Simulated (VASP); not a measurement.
# HfMg6Cu (Amm2) in VASP: reference runs

Aim: a first look at HfMg6Cu with PBE, on the cell as given and on a disturbed one.

All numbers are computed with VASP 6.6.1; they aren't measurements. Logs are shortened: lines on timing, memory, paths and dates and some standing lists are left out, and cuts for length are marked.

## 1. The structure

Symmetry: Amm2, No. 38, orthorhombic system. The conventional cell has a = 4.893 Å, b = 6.081 Å, c = 11.179 Å, α = 90.00°, β = 90.00°, γ = 90.00°. Hf (site symmetry mm2) is surrounded by 2 Cu at 2.82 Å and 8 Mg at 3.05 to 3.10 Å. Cu (site symmetry mm2) has 2 Hf at 2.82 Å and 8 Mg at 2.99 to 3.13 Å as nearest neighbours. Around Mg (site symmetry mm2) lie 10 Mg at 3.02 to 3.27 Å and 2 Hf at 3.05 Å. Mg (site symmetry m) has 8 Mg at 2.99 to 3.27 Å and 2 Hf at 3.05 to 3.31 Å and 2 Cu at 3.13 Å as nearest neighbours. Mg (site symmetry mm2) has 10 Mg at 3.02 to 3.22 Å and 2 Cu at 3.04 Å as nearest neighbours. Mg (site symmetry m) has 8 Mg at 2.97 to 3.22 Å and 2 Cu at 2.99 to 3.37 Å and 2 Hf at 3.10 Å as nearest neighbours.

The cell comes from a database or a generator and needn't be the stable form of this composition.

## 2. Single point, PBE

File INCAR:

```
ALGO = Normal
EDIFF = 1E-7
ENCUT = 520
GGA = PE
ISIF = 2
ISMEAR = -1
LASPH = True
LCHARG = False
LREAL = False
LWAVE = False
NBANDS = 26
NELM = 100
PREC = Accurate
SIGMA = 0.05
```

File KPOINTS:

```
k-points
0
Gamma
  6 5 5
```

File POSCAR:

```
HfMg6Cu
1.0
    4.8929670000      0.0000000000      0.0000000000
    0.0000000000      3.0405035000      5.5893910000
    0.0000000000     -3.0405035000      5.5893910000
Hf Cu Mg
1 1 6
Direct
    0.5000000000      0.6870180000      0.6870180000
    0.0000000000      0.8121960000      0.8121960000
    0.5000000000      0.1667490000      0.1667490000
    0.5000000000      0.1707310000      0.6791410000
    0.5000000000      0.6791410000      0.1707310000
    0.0000000000      0.3246770000      0.3246770000
    0.0000000000      0.3353770000      0.8241110000
    0.0000000000      0.8241110000      0.3353770000
```

Potentials or basis: VASP PAW PBE potentials, release 64 (Hf_pv, Cu, Mg).

Command:

```
> cat potpaw_PBE.64/Hf_pv/POTCAR potpaw_PBE.64/Cu/POTCAR potpaw_PBE.64/Mg/POTCAR > POTCAR
> mpirun -np 1 vasp_std > vasp.out
```

OUTCAR:

```text
EDIFF = 1E-7
   ENCUT = 520
   GGA = PE
   ISIF = 2
   ISMEAR = -1
   LASPH = True
   LREAL = False
   NELM = 100
   PREC = Accurate

 ion  position               nearest neighbor table
   1  0.500  0.687  0.687-   2 2.82   2 2.82   3 3.05   3 3.05   5 3.05   4 3.05   8 3.10   7 3.10
                             7 3.10   8 3.10   4 3.31   5 3.31
   2  0.000  0.812  0.812-   1 2.82   1 2.82   8 2.99   7 2.99   6 3.04   6 3.04   5 3.13   4 3.13
                             4 3.13   5 3.13
   3  0.500  0.167  0.167-   6 3.02   6 3.02   1 3.05   1 3.05   8 3.06   7 3.06   7 3.06   8 3.06
                             4 3.09   5 3.09   5 3.27   4 3.27
   4  0.500  0.171  0.679-   5 2.99   7 3.00   7 3.00   1 3.05   3 3.09   5 3.09   6 3.10   6 3.10
                             2 3.13   2 3.13   3 3.27   1 3.31
   5  0.500  0.679  0.171-   4 2.99   8 3.00   8 3.00   1 3.05   3 3.09   4 3.09   6 3.10   6 3.10
                             2 3.13   2 3.13   3 3.27   1 3.31
   6  0.000  0.325  0.325-   3 3.02   3 3.02   2 3.04   2 3.04   5 3.10   4 3.10   4 3.10   5 3.10
                             8 3.15   7 3.15   8 3.22   7 3.22
   7  0.000  0.335  0.824-   8 2.97   2 2.99   4 3.00   4 3.00   3 3.06   3 3.06   1 3.10   1 3.10
                             8 3.11   6 3.15   6 3.22
   8  0.000  0.824  0.335-   7 2.97   2 2.99   5 3.00   5 3.00   3 3.06   3 3.06   1 3.10   1 3.10
                             7 3.11   6 3.15   6 3.22

  LATTYP: Found a base centered orthorhombic cell.
 ALAT       =     6.0810070000
 B/A-ratio  =     1.8383109903
 C/A-ratio  =     0.8046310422

  Lattice vectors:

 A1 = (   0.0000000000,   3.0405035000,  -5.5893910000)
 A2 = (   0.0000000000,   3.0405035000,   5.5893910000)
 A3 = (   4.8929670000,   0.0000000000,   0.0000000000)

Analysis of symmetry for initial positions (statically):
=====================================================================
 Subroutine PRICEL returns:
 Original cell was already a primitive cell.

 Routine SETGRP: Setting up the symmetry group for a
 base centered orthorhombic supercell.

 Subroutine GETGRP returns: Found  4 space group operations
 (whereof  4 operations were pure point group operations)
 out of a pool of  8 trial point group operations.

The static configuration has the point symmetry C_2v.

Analysis of symmetry for dynamics (positions and initial velocities):
=====================================================================
 Subroutine PRICEL returns:
 Original cell was already a primitive cell.

 Routine SETGRP: Setting up the symmetry group for a
 base centered orthorhombic supercell.

[... 117 lines left out ...]
   LREAL  =      F    real-space projection
   EDIFFG = 0.1E-05   stopping-criterion for IOM
   NSW    =      0    number of steps for IOM
   IBRION =     -1    ionic relax: 0-MD 1-quasi-New 2-CG
   NFREE  =      0    steps in history (QN), initial steepest desc. (CG)
   ISIF   =      2    stress and relaxation
   ISYM   =      2    0-nonsym 1-usesym 2-fastsym
   POTIM  = 0.5000    time-step for ionic-motion
   TEBEG  =    0.0;   TEEND  =   0.0 temperature during run
   PSTRESS=    0.0 pullay stress
   NELECT =      33.0000    total number of electrons
   NUPDOWN=      -1.0000    fix difference up-down
   EMIN   =  10.00;   EMAX   =-10.00  energy-range for DOS
   EFERMI =   0.00;   METHOD = LEGACY
   ISMEAR =    -1;   SIGMA  =   0.05  broadening in eV -4-tet -1-fermi 0-gaus
   EFERMI_NEDOS =   21; number of points for ismear=-14 and -15
   IALGO  =     38    algorithm
   IMIX   =      4    mixing-type and parameters
     AMIX     =   0.40;   BMIX     =  1.00
     AMIX_MAG =   1.60;   BMIX_MAG =  1.00
  volume/ion in A,a.u.               =      20.79       140.29
  Fermi-wavevector in a.u.,A,eV,Ry     =   0.954865  1.804434 12.405350  0.911767
  Thomas-Fermi vector in A             =   2.083651
   LORBIT       =      0    0 simple, 1 ext, 2 COOP (PROOUT), +10 PAW based schemes
   GGA     = PE    functional components
   LHFCALC =     F    Hartree Fock is set to
   AEXX    =    0.0000 exact exchange contribution
   IVDW    =     0    specifies the selected vdW correction
   LEPSILON=     F    determine dielectric tensor
   LRPA    =     F    only Hartree local field effects (RPA)
 non-spin polarized calculation
  energy-cutoff  :      520.00
  volume of cell :      166.31
 maximum number of plane-waves:      4500
   NGX = 19   NGY = 23   NGZ = 23

 number of electron      32.9999995 magnetization

 Free energy of the ion-electron system (eV)
  ---------------------------------------------------
  ext. energy  EPLUGINS =         0.00000000
  ---------------------------------------------------
  free energy    TOTEN  =       -21.90691360 eV

  energy without entropy =      -21.86569551  energy(sigma->0) =      -21.88630455

 E-fermi :   3.3122     XC(G=0):  -9.2954

 val. band max:        3.3077557581   @ k =   0.0000   0.4000   0.2000
 cond. band min:       3.3124723869   @ k =   0.1667   0.0000   0.0000
 fundamental gap:      0.0047166288
 Fermi energy:         3.3121693857

 k-point     1 :       0.0000    0.0000    0.0000
  band No.  band energies     occupation
      1     -27.7784      2.00000
      2     -27.7348      2.00000
      3     -27.6661      2.00000
      4      -3.8735      2.00000
      5       0.0275      2.00000
      6       0.0601      2.00000
[... 685 lines left out ...]
     25       6.9196      0.00000
     26       8.4171      0.00000

 [... further k-points ...]
[... 5 lines left out ...]
  --------------------------------------------------------------------------------------
  -------------------------------------------------------------------------------------
  Total       -0.2102438      0.1096166     -0.0297058      0.0000000      0.0000000      0.0000000
  in kB       -2.0254497      1.0560263     -0.2861798      0.0000000      0.0000000      0.0000000
  external PRESSURE =      -0.4185344 kB  Pullay stress =       0.0000000 kB

 VOLUME and BASIS-vectors are now :
 -----------------------------------------------------------------------------
  energy-cutoff  :      520.00
  volume of cell :      166.31
      direct lattice vectors                 reciprocal lattice vectors
     4.892967000  0.000000000  0.000000000     0.204374973  0.000000000  0.000000000
     0.000000000  3.040503500  5.589391000     0.000000000  0.164446448  0.089455184
     0.000000000 -3.040503500  5.589391000     0.000000000 -0.164446448  0.089455184

 POSITION                                       TOTAL-FORCE (eV/Angst)
 -----------------------------------------------------------------------------------
      2.44648      0.00000      7.68002         0.000000      0.000000      0.000517
      0.00000      0.00000      9.07936         0.000000      0.000000      0.048270
      2.44648      0.00000      1.86405         0.000000      0.000000     -0.014453
      2.44648     -1.54582      4.75027         0.000000      0.015466      0.026979
      2.44648      1.54582      4.75027         0.000000     -0.015466      0.026979
      0.00000      0.00000      3.62949         0.000000      0.000000     -0.035603
      0.00000     -1.48600      6.48083         0.000000     -0.003460     -0.026345
      0.00000      1.48600      6.48083         0.000000      0.003460     -0.026345
 -----------------------------------------------------------------------------------
    total drift:                                0.000000     -0.000000      0.000213

  FREE ENERGIE OF THE ION-ELECTRON SYSTEM (eV)
  ---------------------------------------------------
  free  energy   TOTEN  =       -21.9069136008 eV

  energy  without entropy=      -21.8656955051  energy(sigma->0) =      -21.88630455
```

OSZICAR:

```text
N       E                     dE             d eps       ncg     rms          rms(c)
DAV:   1     0.138108681218E+03    0.13811E+03   -0.12682E+04  1944   0.108E+03
DAV:   2    -0.141866369826E+02   -0.15230E+03   -0.13959E+03  1908   0.243E+02
DAV:   3    -0.233998020425E+02   -0.92132E+01   -0.85106E+01  2624   0.571E+01
DAV:   4    -0.238916011355E+02   -0.49180E+00   -0.48260E+00  2400   0.112E+01
DAV:   5    -0.239143893861E+02   -0.22788E-01   -0.22755E-01  2768   0.283E+00    0.412E+01
DAV:   6    -0.277366696041E+02   -0.38223E+01   -0.55368E+01  2316   0.198E+02    0.245E+01
DAV:   7    -0.219693142040E+02    0.57674E+01   -0.27314E+01  2404   0.578E+01    0.152E+01
DAV:   8    -0.226666180051E+02   -0.69730E+00   -0.28519E+00  2976   0.316E+01    0.923E+00
DAV:   9    -0.220197570942E+02    0.64686E+00   -0.47946E+00  2572   0.569E+01    0.283E+00
DAV:  10    -0.219049729626E+02    0.11478E+00   -0.63079E-01  2390   0.173E+01    0.450E-01
DAV:  11    -0.219141307354E+02   -0.91578E-02   -0.58366E-02  2878   0.423E+00    0.730E-01
DAV:  12    -0.219067409724E+02    0.73898E-02   -0.20272E-02  2406   0.364E+00    0.879E-02
DAV:  13    -0.219070084663E+02   -0.26749E-03   -0.35438E-03  3008   0.529E-01    0.100E-01
DAV:  14    -0.219069405618E+02    0.67905E-04   -0.14501E-04  2814   0.212E-01    0.702E-02
DAV:  15    -0.219069128754E+02    0.27686E-04   -0.12899E-04  2816   0.254E-01    0.126E-02
DAV:  16    -0.219069138079E+02   -0.93254E-06   -0.15033E-05  2440   0.269E-02    0.549E-03
DAV:  17    -0.219069136529E+02    0.15507E-06   -0.33723E-06  2460   0.440E-02    0.368E-03
DAV:  18    -0.219069136008E+02    0.52075E-07   -0.45811E-07  2190   0.137E-02
   1 F= -.21906914E+02 E0= -.21886305E+02  d E =-.412181E-01
```

stdout:

```text
POSCAR found type information on POSCAR HfCuMg
 POSCAR found :  3 types and       8 ions
 scaLAPACK will be used
 LDA part: xc-table for (Slater+PW92), standard interpolation
 POSCAR, INCAR and KPOINTS ok, starting setup
 FFT: planning ... GRIDC
 FFT: planning ... GRID_SOFT
 FFT: planning ... GRID
 WAVECAR not read
 entering main loop
```

Wall time 2.5 min (1 thread of Intel Xeon Platinum 8488C (Sapphire Rapids), shared host); peak memory 0.4 GiB.

What came out:

```yaml
Free_energy: -21.9069 eV
Pressure: 0.0 GPa
Largest_force: 0.048 eV/Å
Band_gap_on_the_k_mesh: none (metal or under the smearing width)
```

Forces on the atoms (eV/Å):
```
Hf   0.000  0.000  0.001
Cu   0.000  0.000  0.048
Mg   0.000  0.000 -0.014
Mg   0.000  0.015  0.027
Mg   0.000 -0.015  0.027
Mg   0.000  0.000 -0.036
Mg   0.000 -0.003 -0.026
Mg   0.000  0.003 -0.026
```

Stress tensor (GPa, compression positive):
```
-0.20  0.00  0.00
 0.00  0.11  0.00
 0.00  0.00 -0.03
```

Spin-orbit coupling is left out, which matters for the levels of Hf.

## 3. Single point, PBE (atoms moved at random, drawn with an rms of 0.05 Å)

File INCAR:

```
SYSTEM = HfMg6Cu
PREC = Accurate
ENCUT = 520
EDIFF = 1E-7
ISMEAR = -1
SIGMA = 0.05
LREAL = .False.
LASPH = .True.
NELM = 60
ALGO = Normal
ISIF = 2
LWAVE = .False.
LCHARG = .False.
GGA = PE
NBANDS = 26
```

File KPOINTS:

```
Automatic mesh
0
Gamma
  6 5 5
  0 0 0
```

File POSCAR:

```
HfMg6Cu
1.0
    4.8929670000      0.0000000000      0.0000000000
    0.0000000000      3.0405035000      5.5893910000
    0.0000000000     -3.0405035000      5.5893910000
Hf Cu Mg
1 1 6
Direct
    0.5117810000      0.6819700000      0.6858880000
   -0.0008220000      0.8167370000      0.8137870000
    0.5047450000      0.1675530000      0.1653300000
    0.4978670000      0.1655380000      0.6760230000
    0.4969670000      0.6816690000      0.1705100000
   -0.0003810000      0.3264130000      0.3227720000
   -0.0067080000      0.3347240000      0.8206100000
    0.0049490000      0.8272330000      0.3281010000
```

Potentials or basis: VASP PAW PBE potentials, release 64 (Hf_pv, Cu, Mg).

Command:

```
> cat potpaw_PBE.64/Hf_pv/POTCAR potpaw_PBE.64/Cu/POTCAR potpaw_PBE.64/Mg/POTCAR > POTCAR
> mpirun -np 1 vasp_std > vasp.out
```

OUTCAR:

```text
SYSTEM = HfMg6Cu
   PREC = Accurate
   ENCUT = 520
   EDIFF = 1E-7
   ISMEAR = -1
   LREAL = .False.
   LASPH = .True.
   NELM = 60
   ISIF = 2
   GGA = PE

 ion  position               nearest neighbor table
   1  0.512  0.682  0.686-   2 2.80   2 2.91   7 3.02   3 3.03   4 3.04   3 3.07   5 3.08   8 3.09
                             8 3.15   7 3.16   5 3.28   4 3.32
   2  0.999  0.817  0.814-   1 2.80   1 2.91   6 3.04   7 3.04   6 3.04   8 3.05   4 3.09   4 3.10
                             5 3.12   5 3.13
   3  0.505  0.168  0.165-   6 3.00   7 3.02   1 3.03   6 3.04   8 3.05   8 3.05   1 3.07   5 3.07
                             7 3.11   4 3.12   4 3.24   5 3.29
   4  0.498  0.166  0.676-   5 2.98   7 2.99   7 3.03   1 3.04   2 3.09   6 3.09   2 3.10   6 3.10
                             5 3.11   3 3.12   3 3.24   1 3.32
   5  0.497  0.682  0.171-   8 2.94   4 2.98   8 3.01   3 3.07   1 3.08   6 3.10   4 3.11   2 3.12
                             6 3.12   2 3.13   1 3.28   3 3.29
   6  1.000  0.326  0.323-   3 3.00   3 3.04   2 3.04   2 3.04   4 3.09   5 3.10   4 3.10   5 3.12
                             8 3.16   7 3.17   7 3.20   8 3.21
   7  0.993  0.335  0.821-   4 2.99   8 3.00   1 3.02   3 3.02   4 3.03   2 3.04   8 3.09   3 3.11
                             1 3.16   6 3.17   6 3.20
   8  0.005  0.827  0.328-   5 2.94   7 3.00   5 3.01   3 3.05   3 3.05   2 3.05   7 3.09   1 3.09
[... 207 lines left out ...]
  band No.  band energies     occupation
      1     -27.8044      2.00000
      2     -27.7507      2.00000
      3     -27.6865      2.00000
      4      -3.8709      2.00000
      5       0.0442      2.00000
      6       0.0956      2.00000
[... 685 lines left out ...]
     25       7.4641      0.00000
     26       7.7554      0.00000

 [... further k-points ...]
[... 5 lines left out ...]
  --------------------------------------------------------------------------------------
  -------------------------------------------------------------------------------------
  Total       -0.2795610      0.1164758     -0.3175221     -0.0672634      0.3277056     -0.2915869
  in kB       -2.6932386      1.1221062     -3.0589493     -0.6480028      3.1570553     -2.8090944
  external PRESSURE =      -1.5433606 kB  Pullay stress =       0.0000000 kB

 VOLUME and BASIS-vectors are now :
 -----------------------------------------------------------------------------
  energy-cutoff  :      520.00
  volume of cell :      166.31
      direct lattice vectors                 reciprocal lattice vectors
     4.892967000  0.000000000  0.000000000     0.204374973  0.000000000  0.000000000
     0.000000000  3.040503500  5.589391000     0.000000000  0.164446448  0.089455184
     0.000000000 -3.040503500  5.589391000     0.000000000 -0.164446448  0.089455184

 POSITION                                       TOTAL-FORCE (eV/Angst)
 -----------------------------------------------------------------------------------
      2.50413     -0.01191      7.64549        -0.350186      0.098551      0.150450
      4.88894      0.00897      9.11364         0.086149     -0.002138     -0.061590
      2.46970      0.00676      1.86061        -0.098517     -0.041727     -0.033215
      2.43605     -1.55213      4.70381        -0.005709      0.030498      0.111824
      2.43164      1.55418      4.76316         0.116496     -0.036631     -0.095174
      4.89110      0.01107      3.62855        -0.005556      0.036190     -0.059891
      4.86014     -1.47734      6.45761         0.273975     -0.005991     -0.052510
      0.02422      1.51761      6.45761        -0.016652     -0.078752      0.040106
 -----------------------------------------------------------------------------------
    total drift:                               -0.000585     -0.000084      0.000089

  FREE ENERGIE OF THE ION-ELECTRON SYSTEM (eV)
  ---------------------------------------------------
  free  energy   TOTEN  =       -21.8820484304 eV

  energy  without entropy=      -21.8412220026  energy(sigma->0) =      -21.86163522
```

stdout:

```text
POSCAR found type information on POSCAR HfCuMg
 POSCAR found :  3 types and       8 ions
 scaLAPACK will be used
 LDA part: xc-table for (Slater+PW92), standard interpolation
 POSCAR, INCAR and KPOINTS ok, starting setup
 FFT: planning ... GRIDC
 FFT: planning ... GRID_SOFT
 FFT: planning ... GRID
 WAVECAR not read
 entering main loop
```

It took 5.2 min on 1 thread of Intel Xeon Platinum 8488C (Sapphire Rapids), shared host; peak memory 0.51 GiB.

What came out:

| Item | Value |
| --- | --- |
| Free energy | -21.8820 eV |
| Pressure | -0.2 GPa |
| Largest force | 0.394 eV/Å |
| Band gap on the k mesh | none (metal or under the smearing width) |

Forces in eV/Å, atoms in the order of the input:
```
Hf  -0.350  0.099  0.150
Cu   0.086 -0.002 -0.062
Mg  -0.099 -0.042 -0.033
Mg  -0.006  0.030  0.112
Mg   0.116 -0.037 -0.095
Mg  -0.006  0.036 -0.060
Mg   0.274 -0.006 -0.053
Mg  -0.017 -0.079  0.040
```

Stress tensor (GPa, compression positive):
```
-0.27 -0.06 -0.28
-0.06  0.11  0.32
-0.28  0.32 -0.31
```

Levels at points of the mesh, in eV from the Fermi level:
```
           k point  band 12  band 13  band 14  band 15  band 16  band 17  band 18  band 19  band 20  band 21
(0.00, 0.00, 0.00)    -2.14    -1.77    -1.73    -1.45    -1.08    -0.54     0.21     0.49     1.70     1.97
(0.50, 0.00, 0.00)    -1.40    -1.29    -1.18    -1.07    -1.05    -0.59    -0.33    -0.17     0.17     0.19
```

Spin-orbit coupling is left out, which matters for the levels of Hf.
